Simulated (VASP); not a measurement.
# TaRu: formation energy of a point defect

Aim: the formation energy and local structure of a point defect in TaRu. The start is a cell from a database of measured crystal structures.

Program: VASP 6.6.1. Level of theory: r2SCAN; plane waves and PAW (Ta, Ru), in the first sound run; inputs show where later runs differ. Results are calculated unless marked as measured.

## 1. The host crystal

The structure is tetragonal, space group P4/mmm (No. 123). Conventional cell: a = 3.053 Å, b = 3.053 Å, c = 3.389 Å, α = 90.00°, β = 90.00°, γ = 90.00°. Ta has 8 Ru at 2.74 Å and 4 Ta at 3.05 Å nearest. Nearest to Ru lie 8 Ta at 2.74 Å and 4 Ru at 3.05 Å. Farther neighbours are not listed.

As a file:

```xyz
2
Lattice="3.0530 0.0000 0.0000 0.0000 3.0530 0.0000 0.0000 0.0000 3.3890" Properties=species:S:1:pos:R:3 pbc="T T T"
Ta    1.5265    1.5265    1.6945
Ru    0.0000    0.0000    0.0000
```

## 2. Relaxing the host crystal

First cell and atoms are relaxed at a raised cutoff, so that later runs start from this functional's own cell.

File INCAR:

```
SYSTEM = TaRu
PREC = Accurate
ENCUT = 350
EDIFF = 1E-06
NELM = 120
ISMEAR = 0
SIGMA = 0.05
LREAL = .FALSE.
ALGO = Normal
METAGGA = R2SCAN
LASPH = .TRUE.
NBANDS = 12
LORBIT = 11
LWAVE = .FALSE.
LCHARG = .FALSE.
KPAR = 4
IBRION = 2
NSW = 40
ISIF = 3
EDIFFG = -0.02
POTIM = 0.4
```

File POSCAR:

```
TaRu
1.0
    3.0530000000      0.0000000000      0.0000000000
    0.0000000000      3.0530000000      0.0000000000
    0.0000000000      0.0000000000      3.3890000000
Ta Ru
1 1
Direct
    0.5000000000      0.5000000000      0.5000000000
    0.0000000000      0.0000000000      0.0000000000
```

File KPOINTS:

```
Automatic mesh
0
Gamma
6 6 6
0 0 0
```

PAW data sets: Ta and Ru (PBE family, release 64).

Run with:

```bash
$ mpirun -np 4 vasp_std
```

The program printed:

```text
[banner, memory and clock lines left out]
running    4 mpi-ranks, on    1 nodes
 distrk:  each k-point on    1 cores,    4 groups
 distr:  one band on    1 cores,    1 groups

 POSCAR found type information on POSCAR TaRu
 POSCAR found :  2 types and       2 ions
|                                                                             |
|               ----> ADVICE to this user running VASP <----                  |
|                                                                             |
|     You enforced a specific xc type in the INCAR file but a different       |
|     [... a line on the potential file left out ...]
|     I HOPE YOU KNOW WHAT YOU ARE DOING!                                     |
|                                                                             |

 LDA part: xc-table for (None), standard interpolation
 POSCAR, INCAR and KPOINTS ok, starting setup
 FFT: planning ... GRIDC
 FFT: planning ... GRID_SOFT
 FFT: planning ... GRID
 WAVECAR not read
 entering main loop
       N       E                     dE             d eps       ncg     rms          rms(c)
DAV:   1    -0.312974491944E+02   -0.31297E+02   -0.46841E+03  1104   0.667E+02
DAV:   2    -0.754816793948E+02   -0.44184E+02   -0.40395E+02  1132   0.150E+02
DAV:   3    -0.766877046002E+02   -0.12060E+01   -0.11925E+01  1080   0.248E+01
DAV:   4    -0.766972202334E+02   -0.95156E-02   -0.95125E-02  1076   0.234E+00
DAV:   5    -0.766973615234E+02   -0.14129E-03   -0.14129E-03  1056   0.297E-01    0.168E+01
DAV:   6    -0.750253673597E+02    0.16720E+01   -0.20021E+00   996   0.137E+01    0.742E+00
DAV:   7    -0.750078928245E+02    0.17475E-01   -0.23650E+00  1024   0.994E+00    0.517E+00
DAV:   8    -0.747642645618E+02    0.24363E+00   -0.84905E-01  1012   0.795E+00    0.716E-01
DAV:   9    -0.747693142514E+02   -0.50497E-02   -0.24986E-02  1132   0.126E+00    0.427E-01
DAV:  10    -0.747696970128E+02   -0.38276E-03   -0.15198E-03  1172   0.250E-01    0.150E-01
DAV:  11    -0.747697320153E+02   -0.35003E-04   -0.12173E-03  1152   0.257E-01    0.596E-02
DAV:  12    -0.747696769777E+02    0.55038E-04   -0.18741E-04  1124   0.104E-01    0.775E-03
DAV:  13    -0.747696773048E+02   -0.32708E-06   -0.39579E-06  1096   0.158E-02
   1 F= -.74769677E+02 E0= -.74768410E+02  d E =-.747697E+02
 curvature:   0.00 expect dE= 0.000E+00 dE for cont linesearch  0.000E+00
 trial: gam= 0.00000 g(F)=  0.000E+00 g(S)=  0.324E-01 ort = 0.000E+00 (trialstep = 0.100E+01)
 search vector abs. value=  0.324E-01
 bond charge predicted
       N       E                     dE             d eps       ncg     rms          rms(c)
DAV:   1    -0.748949802879E+02   -0.12530E+00   -0.27488E+00   968   0.162E+01    0.379E+00
DAV:   2    -0.749022398035E+02   -0.72595E-02   -0.20704E+00  1020   0.113E+01    0.274E+00
DAV:   3    -0.747485269607E+02    0.15371E+00   -0.76183E-01  1028   0.646E+00    0.844E-01
DAV:   4    -0.747531728393E+02   -0.46459E-02   -0.27706E-02  1028   0.142E+00    0.220E-01
DAV:   5    -0.747525477054E+02    0.62513E-03   -0.38459E-03  1064   0.468E-01    0.528E-02
DAV:   6    -0.747526237014E+02   -0.75996E-04   -0.19085E-04  1092   0.107E-01    0.334E-02
DAV:   7    -0.747526614857E+02   -0.37784E-04   -0.60687E-05  1072   0.606E-02    0.145E-02
DAV:   8    -0.747526603827E+02    0.11030E-05   -0.42097E-06  1164   0.160E-02    0.507E-03
DAV:   9    -0.747526587480E+02    0.16347E-05   -0.76865E-07   540   0.635E-03    0.832E-04
DAV:  10    -0.747526588798E+02   -0.13189E-06   -0.10438E-07   496   0.274E-03
   2 F= -.74752659E+02 E0= -.74751376E+02  d E =0.170184E-01
[...]
3 F= -.74775159E+02 E0= -.74773734E+02  d E =-.548123E-02
[...]
4 F= -.74775443E+02 E0= -.74774069E+02  d E =-.284013E-03
 ZBRENT: can't locate minimum, use default step
 trial-energy change:   -0.000284  1 .order   -0.000280   -0.000269   -0.000291
 step:   3.4659(harm=  3.4659)  dis= 0.00000  next Energy=   -74.776413 (dE=-0.125E-02)
 bond charge predicted
       N       E                     dE             d eps       ncg     rms          rms(c)
DAV:   1    -0.747766469204E+02   -0.12050E-02   -0.10542E-01   960   0.250E+00    0.151E-01
DAV:   2    -0.747762350385E+02    0.41188E-03   -0.21160E-03  1152   0.349E-01    0.102E-01
DAV:   3    -0.747761386494E+02    0.96389E-04   -0.82682E-04  1088   0.226E-01    0.619E-02
DAV:   4    -0.747760911722E+02    0.47477E-04   -0.25876E-04  1088   0.118E-01    0.153E-02
DAV:   5    -0.747760977251E+02   -0.65528E-05   -0.16850E-05  1260   0.333E-02    0.585E-03
DAV:   6    -0.747760974569E+02    0.26818E-06   -0.11929E-06   596   0.918E-03
   5 F= -.74776097E+02 E0= -.74775133E+02  d E =-.938924E-03
 curvature:  -2.70 expect dE=-0.449E-04 dE for cont linesearch -0.349E-04
 trial: gam=-0.13858 g(F)=  0.889E-67 g(S)=  0.166E-04 ort = 0.636E-04 (trialstep = 0.139E+01)
 search vector abs. value=  0.499E-05
 reached required accuracy - stopping structural energy minimisation
```

Elapsed: 2.2 min, on 4 MPI ranks of AMD EPYC 7R43, shared host; peak memory 0.47 GiB.

The logs omit lines about the potential files and the build; timing stands in the text.

Parts of OUTCAR (step 2):

```text
ion  position               nearest neighbor table
   1  0.500  0.500  0.500-   2 2.74   2 2.74   2 2.74   2 2.74   2 2.74   2 2.74   2 2.74   2 2.74

  LATTYP: Found a simple tetragonal cell.
 ALAT       =     3.0530000000
 C/A-ratio  =     1.1100556829

 Subroutine GETGRP returns: Found 16 space group operations
 (whereof 16 operations were pure point group operations)

The static configuration has the point symmetry D_4h.

 Found     40 irreducible k-points:

   k-points           NKPTS =     40   k-points in BZ     NKDIM =     40   number of bands    NBANDS=     12

   dimension x,y,z NGX =    20 NGY =   20 NGZ =   24
   dimension x,y,z NGXF=    40 NGYF=   40 NGZF=   48

   ENCUT  =  350.0 eV  25.72 Ry    5.07 a.u.   4.66  4.66  5.17*2*pi/ulx,y,z

   NELECT =      13.0000    total number of electrons

 k-points in reciprocal lattice and weights: Automatic mesh
   0.00000000  0.00000000  0.00000000       0.005
   0.16666667  0.00000000  0.00000000       0.019
   0.33333333  0.00000000  0.00000000       0.019
   0.50000000  0.00000000  0.00000000       0.009
   0.16666667  0.16666667  0.00000000       0.019
   0.33333333  0.16666667  0.00000000       0.037
   0.50000000  0.16666667  0.00000000       0.019
   0.33333333  0.33333333  0.00000000       0.019
   0.50000000  0.33333333  0.00000000       0.019
[...]
0.50000000  0.33333333  0.50000000       0.019
   0.50000000  0.50000000  0.50000000       0.005

 average (electrostatic) potential at core
       1 -37.7809       2 -63.4823

 E-fermi :   9.5924

 k-point     1 :       0.0000    0.0000    0.0000
  band No.  band energies     occupation
    ...
      2       3.2745      2.00000
      3       3.4825      2.00000
      4       6.9393      2.00000
      5       6.9393      2.00000
      6       7.7397      2.00000
      7      10.1320      0.00000
      8      11.4378      0.00000
      9      14.0790      0.00000
     10      14.1336      0.00000
     11      14.1336      0.00000
    ...

 k-point     2 :       0.1667    0.0000    0.0000
  band No.  band energies     occupation
    ...
      2       3.6684      2.00000
      3       3.9751      2.00000
      4       6.8123      2.00000
      5       7.1701      2.00000
      6       7.5756      2.00000
      7      10.0346      0.00000
      8      11.2102      0.00000
      9      11.9187      0.00000
     10      12.6002      0.00000
     11      13.6719      0.00000
    ...

 k-point     3 :       0.3333    0.0000    0.0000
  band No.  band energies     occupation
    ...
      3       4.9515      2.00000
      4       6.6628      2.00000
      5       7.3157      2.00000
      6       7.7350      2.00000
      7       8.6338      2.00000
      8       9.7520      0.00001
      9      10.7644      0.00000
     10      11.5462      0.00000
     11      12.6713      0.00000
     12      15.3019      0.00000

  Total        0.0019643      0.0019643     -0.0292022      0.0000000      0.0000000      0.0000000
  in kB        0.1011211      0.1011211     -1.5033183      0.0000000      0.0000000      0.0000000
  external PRESSURE =      -0.4336920 kB  Pullay stress =       0.0000000 kB

  energy-cutoff  :      350.00
  volume of cell :       31.12
      direct lattice vectors                 reciprocal lattice vectors
     3.049246520  0.000000000  0.000000000     0.327949870  0.000000000  0.000000000
     0.000000000  3.049246520 -0.000000000     0.000000000  0.327949870  0.000000000
    -0.000000000 -0.000000000  3.347263916     0.000000000  0.000000000  0.298751465

 POSITION                                       TOTAL-FORCE (eV/Angst)
 -----------------------------------------------------------------------------------
      1.52462      1.52462      1.67363        -0.000000     -0.000000      0.000000
      0.00000      0.00000     -0.00000         0.000000      0.000000      0.000000
 -----------------------------------------------------------------------------------
    total drift:                               -0.000000      0.000000      0.000000

  FREE ENERGIE OF THE ION-ELECTRON SYSTEM (eV)
  ---------------------------------------------------
  free  energy   TOTEN  =       -74.7760974569 eV

  energy  without entropy=      -74.7741694415  energy(sigma->0) =      -74.77513345

 reached required accuracy - stopping structural energy minimisation

 total charge
# of ion       s       p       d       tot
------------------------------------------
    1        0.709   0.866   3.193   4.767
    2        0.643   0.767   6.701   8.111
--------------------------------------------------
tot          1.352   1.633   9.894  12.879

[... 3 further parts left out ...]
```

CONTCAR:

```
TaRu
   1.00000000000000
     3.0492465196408083    0.0000000000000000    0.0000000000000000
     0.0000000000000000    3.0492465196408083   -0.0000000000000000
    -0.0000000000000000   -0.0000000000000000    3.3472639156140982
  Ta              Ru
     1     1
Direct
     0.5000000000000000    0.5000000000000000    0.5000000000000000
     0.0000000000000000    0.0000000000000000    0.0000000000000000
```

This run has no spin polarisation. Its electron count is odd, so without a moment it is a metal by construction. The k-mesh is coarse for a metal. The PAW data sets were made with PBE, which is usual practice but a small mismatch for other functionals. The data set Ta keeps the semicore shell frozen, which is cheaper and a little less accurate. The run keeps the 16 symmetry operations of its start, so it cannot find a distortion of lower symmetry.

Relaxation path:

```csv
step,energy less that of the first step (eV),largest force (eV/Å),pressure (GPa),volume (Å³)
1,0.0000,0.0000,-3.78,31.59
2,0.0170,0.0000,8.36,30.24
3,-0.0055,0.0000,0.03,31.14
4,-0.0058,0.0000,-0.01,31.13
5,-0.0064,0.0000,-0.04,31.12
```

```csv
"conventional cell, symmetrised",before,after,change
a (Å),3.053,3.049,-0.1 %
b (Å),3.053,3.049,-0.1 %
c (Å),3.389,3.347,-1.2 %
volume (Å³/atom),15.79,15.56,-1.5 %
```

The relaxed structure:

```cif
data_structure
_symmetry_space_group_name_H-M 'P 1'
_symmetry_Int_Tables_number 1
_cell_length_a 3.0492
_cell_length_b 3.0492
_cell_length_c 3.3473
_cell_angle_alpha 90.000
_cell_angle_beta 90.000
_cell_angle_gamma 90.000
_cell_volume 31.12
loop_
_atom_site_label
_atom_site_type_symbol
_atom_site_fract_x
_atom_site_fract_y
_atom_site_fract_z
_atom_site_occupancy
Ta1 Ta 0.50000 0.50000 0.50000 1
Ru2 Ru 0.00000 0.00000 0.00000 1
```

Numbers from this step:

| Quantity | Value |
| --- | --- |
| electronic cycles | 42 |
| electrons | 13 |
| free energy (TOTEN) | -74.7761 eV |
| energy at zero smearing | -74.7751 eV |
| Fermi energy | 9.592 eV |
| labelled metallic, from the levels on this mesh | yes |

The run ended after 5 ionic steps, 0.006 eV below its first step, once forces and stress met EDIFFG = -0.02.

(Continued in part 2 of 3.)

[Lines on the potential files, build, host, timing and source positions are cut from VASP's logs without a mark.]

[Logs are printed without paths, hosts, clocks, repeated set-up lines and the standing remarks that a program may print on its own settings, such as how far it seeks lower states.]

[Hosts, paths, dates, database ids (printed as entryN), source tags and the programs' standing remarks are cut or masked in the printed files.]

[In band tables of VASP the shares of atoms and orbitals are scaled to a sum of 1 inside the atoms' spheres.]

[Runs that stopped without an error message from VASP are left out.]
